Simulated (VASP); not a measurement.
The input files of a VASP run:

**INCAR**
```
SYSTEM = Gd
PREC = Accurate
ENCUT = 400
EDIFF = 1E-6
NELM = 100
ALGO = Normal
LREAL = .FALSE.
LASPH = .TRUE.
ISMEAR = 1
SIGMA = 0.1
GGA = PE
LMAXMIX = 6
LWAVE = .FALSE.
LCHARG = .FALSE.
ISIF = 2
LEPSILON = .TRUE.
```

POSCAR:
```
Gd
1
    1.8150000000    -3.1436720000     0.0000000000
    1.8150000000     3.1436720000     0.0000000000
    0.0000000000     0.0000000000     5.7800000000
Gd
2
Direct
  0.3333330000   0.6666670000   0.2500000000
  0.6666670000   0.3333330000   0.7500000000
```

**KPOINTS**
```
Automatic mesh
0
Gamma
9 9 5
0 0 0
```

POTCAR, in this order: Gd_3 (PBE.64 set). Program: vasp_std.

What VASP printed:

**standard output**
```
...
       N       E                     dE             d eps       ncg     rms          rms(c)
RMM:   1    -0.105557719540E+02   -0.10556E+02   -0.84479E+01  3700   0.124E+01
RMM:   2    -0.303508980189E+02   -0.19795E+02   -0.21070E-01  3043   0.208E+00    0.678E+00
RMM:   3    -0.303375168787E+02    0.13381E-01   -0.13865E-01  3030   0.251E+00    0.391E+00
RMM:   4    -0.304690166459E+02   -0.13150E+00   -0.10222E-01  3133   0.227E+00    0.530E-01
RMM:   5    -0.304968922783E+02   -0.27876E-01   -0.11874E-02  3156   0.887E-01    0.163E-01
RMM:   6    -0.305037289227E+02   -0.68366E-02   -0.79507E-04  3643   0.245E-01    0.580E-02
RMM:   7    -0.305087940825E+02   -0.50652E-02   -0.39755E-04  3299   0.884E-02    0.210E-02
RMM:   8    -0.305090688010E+02   -0.27472E-03   -0.21873E-04  3987   0.287E-02    0.727E-03
RMM:   9    -0.305081256979E+02    0.94310E-03   -0.12137E-04  3207   0.125E-02    0.481E-03
RMM:  10    -0.305081513059E+02   -0.25608E-04   -0.86636E-05  3624   0.434E-03    0.122E-03
RMM:  11    -0.305080637190E+02    0.87587E-04   -0.73812E-05  3166   0.274E-03    0.229E-03
RMM:  12    -0.305080585013E+02    0.52177E-05   -0.54363E-05  2037   0.849E-04    0.101E-03
RMM:  13    -0.305080591455E+02   -0.64421E-06   -0.67935E-05  1232   0.650E-04    0.114E-03
RMM:  14    -0.305080585723E+02    0.57325E-06   -0.65797E-05  1065   0.575E-04    0.466E-04
RMM:  15    -0.305080572496E+02    0.13227E-05   -0.60034E-05  1023   0.557E-04    0.922E-05
RMM:  16    -0.305080572184E+02    0.31184E-07   -0.65121E-05   970   0.556E-04    0.510E-06
 change of polarisation eV/A/(eV/A) component  1 :    60.624   -26.869    -0.316
 dielectric tensor                  component  1 :   167.317   -73.715    -0.866
 Linear response to external field, progress :
  Direction:   2
       N       E                     dE             d eps       ncg     rms          rms(c)
RMM:   1    -0.105909223494E+02   -0.10591E+02   -0.84830E+01  3776   0.125E+01
RMM:   2    -0.303556652943E+02   -0.19765E+02   -0.23498E-01  3045   0.210E+00    0.669E+00
RMM:   3    -0.303378904320E+02    0.17775E-01   -0.13173E-01  3054   0.249E+00    0.387E+00
RMM:   4    -0.304654254006E+02   -0.12753E+00   -0.10029E-01  3065   0.225E+00    0.521E-01
RMM:   5    -0.304926705716E+02   -0.27245E-01   -0.15246E-02  3162   0.889E-01    0.180E-01
RMM:   6    -0.304967989196E+02   -0.41283E-02   -0.29726E-03  3828   0.236E-01    0.122E-01
RMM:   7    -0.305032234640E+02   -0.64245E-02   -0.23367E-04  3435   0.636E-02    0.282E-02
RMM:   8    -0.305036896781E+02   -0.46621E-03   -0.29139E-04  3193   0.670E-02    0.190E-02
RMM:   9    -0.305040246407E+02   -0.33496E-03   -0.29394E-05  4016   0.219E-02    0.127E-02
RMM:  10    -0.305037888403E+02    0.23580E-03   -0.40050E-05  3131   0.151E-02    0.231E-03
RMM:  11    -0.305036036331E+02    0.18521E-03   -0.73931E-05  3451   0.499E-03    0.139E-03
RMM:  12    -0.305036084755E+02   -0.48424E-05   -0.12582E-05  2984   0.162E-03    0.132E-03
RMM:  13    -0.305036140079E+02   -0.55324E-05   -0.15556E-06  2714   0.173E-03    0.447E-04
RMM:  14    -0.305036149990E+02   -0.99109E-06   -0.77499E-06  1934   0.101E-03    0.444E-05
 change of polarisation eV/A/(eV/A) component  2 :   -26.865    60.621     0.088
 dielectric tensor                  component  2 :   -73.702   167.309     0.241
 Linear response to external field, progress :
  Direction:   3
       N       E                     dE             d eps       ncg     rms          rms(c)
RMM:   1    -0.534407913720E+01   -0.53441E+01   -0.37050E+01  1769   0.121E+01
RMM:   2    -0.580704403321E+01   -0.46296E+00   -0.11793E-01  1455   0.189E+00    0.447E+00
RMM:   3    -0.575519585571E+01    0.51848E-01   -0.14112E-01  1378   0.270E+00    0.253E+00
RMM:   4    -0.578462522891E+01   -0.29429E-01   -0.73446E-02  1328   0.214E+00    0.545E-01
RMM:   5    -0.579763612393E+01   -0.13011E-01   -0.74799E-03  1391   0.782E-01    0.137E-01
RMM:   6    -0.579846604400E+01   -0.82992E-03   -0.72971E-04  1687   0.207E-01    0.708E-02
RMM:   7    -0.580079870411E+01   -0.23327E-02   -0.61513E-05  1611   0.293E-02    0.312E-02
RMM:   8    -0.580045276764E+01    0.34594E-03   -0.29845E-05  1416   0.397E-02    0.260E-02
RMM:   9    -0.580048264939E+01   -0.29882E-04   -0.10980E-05  1804   0.123E-02    0.183E-02
RMM:  10    -0.580047238417E+01    0.10265E-04   -0.51521E-06  1392   0.751E-03    0.101E-02
RMM:  11    -0.580044444191E+01    0.27942E-04   -0.17992E-05  1673   0.391E-03    0.200E-03
RMM:  12    -0.580044681304E+01   -0.23711E-05    0.49341E-06   636   0.716E-04    0.128E-03
RMM:  13    -0.580044858280E+01   -0.17698E-05    0.75626E-08   789   0.109E-03    0.543E-04
RMM:  14    -0.580044754556E+01    0.10372E-05   -0.45286E-09   155   0.418E-04    0.228E-04
RMM:  15    -0.580044650850E+01    0.10371E-05   -0.54803E-09   190   0.458E-04    0.871E-05
RMM:  16    -0.580044649075E+01    0.17749E-07   -0.47572E-09   132   0.371E-04    0.123E-05
 change of polarisation eV/A/(eV/A) component  3 :    -0.088     0.269    11.470
 dielectric tensor                  component  3 :    -0.240     0.737    32.466
 Born effective charges drift removed
```

**OUTCAR**
```
------------------------ aborting loop because EDIFF is reached ----------------------------------------

 HEAD OF MICROSCOPIC STATIC DIELECTRIC TENSOR (INDEPENDENT PARTICLE, excluding Hartree and local field effects)
 ------------------------------------------------------
         167.644831     0.000000     0.000000
           0.000000   167.644808    -0.000000
           0.000000    -0.000000    32.929915
 ------------------------------------------------------

 MACROSCOPIC STATIC DIELECTRIC TENSOR (including local field effects in DFT)
 ------------------------------------------------------
         167.312538     0.000000     0.000000
           0.000000   167.312515     0.000000
           0.000000     0.000000    32.466272
 ------------------------------------------------------

 PIEZOELECTRIC TENSOR (including local field effects)  for field in x, y, z        (e  Angst)
          XX          YY          ZZ          XY          YZ          ZX
  --------------------------------------------------------------------------------
  x     0.00000     0.00000     0.00000     0.00000     0.00000     0.00000
  y     0.00000     0.00000     0.00000     0.00000     0.00000     0.00000
  z     0.00000     0.00000     0.00000     0.00000     0.00000     0.00000

 PIEZOELECTRIC TENSOR (including local field effects)  for field in x, y, z        (C/m^2)
          XX          YY          ZZ          XY          YZ          ZX
  --------------------------------------------------------------------------------
  x     0.00000     0.00000     0.00000     0.00000     0.00000     0.00000
  y     0.00000     0.00000     0.00000     0.00000     0.00000     0.00000
  z     0.00000     0.00000     0.00000     0.00000     0.00000     0.00000

 BORN EFFECTIVE CHARGES (including local field effects) (in |e|, cummulative output)
 ---------------------------------------------------------------------------------
 ion    1
    1     0.00000     0.00000     0.00000
    2     0.00000     0.00000     0.00000
    3     0.00000     0.00000     0.00000
 ion    2
    1     0.00000     0.00000     0.00000
    2     0.00000     0.00000     0.00000
    3     0.00000     0.00000     0.00000
```
(Selected blocks of OUTCAR.)

**Question.** The run ends quietly. Is anything wrong with it?

**Answer.** The cause: LEPSILON was set for a metal. The run ends without an error. Against the sound run, the energy per atom (σ→0) hardly moves; the pressure hardly moves. To mend it, drop LEPSILON, since a metal has no finite static dielectric tensor or Born charges. The plain static run on this cell (PBE GGA, plane waves, VASP's PBE PAW potentials (set 64)) converges, and its OSZICAR ends with
```
   1 F= -.91691164E+01 E0= -.91707222E+01  d E =0.481764E-02
```

The compound is Gd in the hcp structure. The cell was not relaxed at this level. The 4f electrons are frozen in the core of the lanthanide potential, so 4f levels, which can set the real gap, and their magnetism are missing.
